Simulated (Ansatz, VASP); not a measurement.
## Mg3W: VASP beside Ansatz

```xyz
4
Lattice="4.1280 0.0000 0.0000 0.0000 4.1280 0.0000 0.0000 0.0000 4.1280" Properties=species:S:1:pos:R:3 pbc="T T T"
Mg    0.0000    2.0640    2.0640
Mg    2.0640    0.0000    2.0640
Mg    2.0640    2.0640    0.0000
W     0.0000    0.0000    0.0000
```

Alike in both runs: task single point; functional PBE; k mesh 4 × 4 × 4; occupations gaussian, width 0.1 eV; no spin polarisation.

|  | VASP | Ansatz |
| --- | --- | --- |
| version | VASP 6.6.1 | Ansatz 0.2.0 |
| potentials or method | VASP PAW PBE potentials, release 64 (Mg, W_sv) | scalar-relativistic, plane waves, PAW |
| plane-wave cutoff (eV) | 520 | 420 |
| valence electrons in the cell | 20 | 44 |

VASP gave:

* gap on the k mesh at the Fermi level (eV): none
* pressure (GPa): 4.4

**Question.** Estimate Ansatz's values.

**Answer.** gap on the k mesh at the Fermi level (eV): none; pressure (GPa): 4.5.

A gap of «none» marks a metal or a gap that the smearing closes. With one functional, cell and mesh, what is left measures potentials, basis and numerics. The two sets of potentials don't hold the same shells in valence.

Caveats: the k mesh is coarse (spacing up to 0.38 Å⁻¹), so the values aren't converged. The runs have no spin-orbit coupling, so splittings on W are missing.
